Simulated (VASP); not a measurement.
These are LDA (Ceperley-Alder, Perdew-Zunger), VASP's LDA PAW potentials (set 64) (plane waves; VASP) values and carry that method's errors.

VASP input:

### KPOINTS
```
Regular mesh
0
gamma
 7 7 7
0 0 0
```

**INCAR**
```
SYSTEM=CdF2
PREC=Accurate; ENCUT=400; LREAL=.FALSE.
LASPH=.TRUE.
EDIFF=1E-6; NELM=100; ALGO=Normal
LMAXMIX=4
ISMEAR=-1; SIGMA=0.05
ISIF=2
LWAVE=.FALSE.; LCHARG=.FALSE.
```

### POSCAR
```
CdF2
1
    0.0000000000     2.6950000000     2.6950000000
    2.6950000000     0.0000000000     2.6950000000
    2.6950000000     2.6950000000     0.0000000000
Cd F
1 2
Direct
  0.0000000000   0.0000000000   0.0000000000
  0.2500000000   0.2500000000   0.2500000000
  0.7500000000   0.7500000000   0.7500000000
```

POTCAR, in this order: Cd F (LDA.64 set). Program: vasp_std.

What VASP printed:

### OSZICAR
```
       N       E                     dE             d eps       ncg     rms          rms(c)
DAV:   1     0.167322348607E+03    0.16732E+03   -0.13959E+04   712   0.127E+03
DAV:   2    -0.798453905134E+01   -0.17531E+03   -0.17162E+03   813   0.348E+02
DAV:   3    -0.142248195404E+02   -0.62403E+01   -0.62274E+01   740   0.747E+01
DAV:   4    -0.142494685998E+02   -0.24649E-01   -0.24646E-01   798   0.481E+00
DAV:   5    -0.142495455136E+02   -0.76914E-04   -0.76913E-04   720   0.233E-01    0.101E+01
DAV:   6    -0.127897501615E+02    0.14598E+01   -0.41893E+00   901   0.402E+01    0.773E+00
DAV:   7    -0.127830426677E+02    0.67075E-02   -0.62060E-01   686   0.804E+00    0.445E+00
DAV:   8    -0.127526399129E+02    0.30403E-01   -0.14791E-01   709   0.373E+00    0.655E-01
DAV:   9    -0.127443708542E+02    0.82691E-02   -0.32163E-02   880   0.228E+00    0.952E-02
DAV:  10    -0.127446255006E+02   -0.25465E-03   -0.26255E-03   681   0.573E-01    0.653E-02
DAV:  11    -0.127446535193E+02   -0.28019E-04   -0.12970E-04   716   0.212E-01    0.475E-02
DAV:  12    -0.127446405725E+02    0.12947E-04   -0.70529E-05   807   0.101E-01    0.576E-03
DAV:  13    -0.127446410030E+02   -0.43050E-06   -0.32924E-06   685   0.188E-02
   1 F= -.12744641E+02 E0= -.12744641E+02  d E =-.293202E-10
```

OUTCAR:
```
------------------------ aborting loop because EDIFF is reached ----------------------------------------
  FORCE on cell =-STRESS in cart. coord.  units (eV):
  Direction    XX          YY          ZZ          XY          YZ          ZX
  --------------------------------------------------------------------------------------
  Total       -3.5238589     -3.5238589     -3.5238589      0.0000000      0.0000000     -0.0000000
  in kB     -144.2191006   -144.2191006   -144.2191006      0.0000000      0.0000000     -0.0000000
  external PRESSURE =    -144.2191006 kB  Pullay stress =       0.0000000 kB
  volume of cell :       39.15
      direct lattice vectors                 reciprocal lattice vectors
     0.000000000  2.695000000  2.695000000    -0.185528757  0.185528757  0.185528757
     2.695000000  0.000000000  2.695000000     0.185528757 -0.185528757  0.185528757
     2.695000000  2.695000000  0.000000000     0.185528757  0.185528757 -0.185528757
 POSITION                                       TOTAL-FORCE (eV/Angst)
 -----------------------------------------------------------------------------------
      0.00000      0.00000      0.00000        -0.000000      0.000000     -0.000000
      1.34750      1.34750      1.34750        -0.000000     -0.000000      0.000000
      4.04250      4.04250      4.04250         0.000000      0.000000     -0.000000
 -----------------------------------------------------------------------------------
    total drift:                                0.000000      0.000000      0.000000
  FREE ENERGIE OF THE ION-ELECTRON SYSTEM (eV)
  ---------------------------------------------------
  free  energy   TOTEN  =       -12.7446410030 eV

  energy  without entropy=      -12.7446410030  energy(sigma->0) =      -12.74464100
```
(Selected blocks of OUTCAR.)

At this cut-off the stress carries a Pulay error, which pulls relaxed volumes low.

The structure is a typed CdF2 crystal (Fm-3m). The cell was not relaxed at this level. The run is one of a series of settings (GGA removed, POTCAR Cd F (LDA.64 set) against the base run), some of them coarse on purpose.
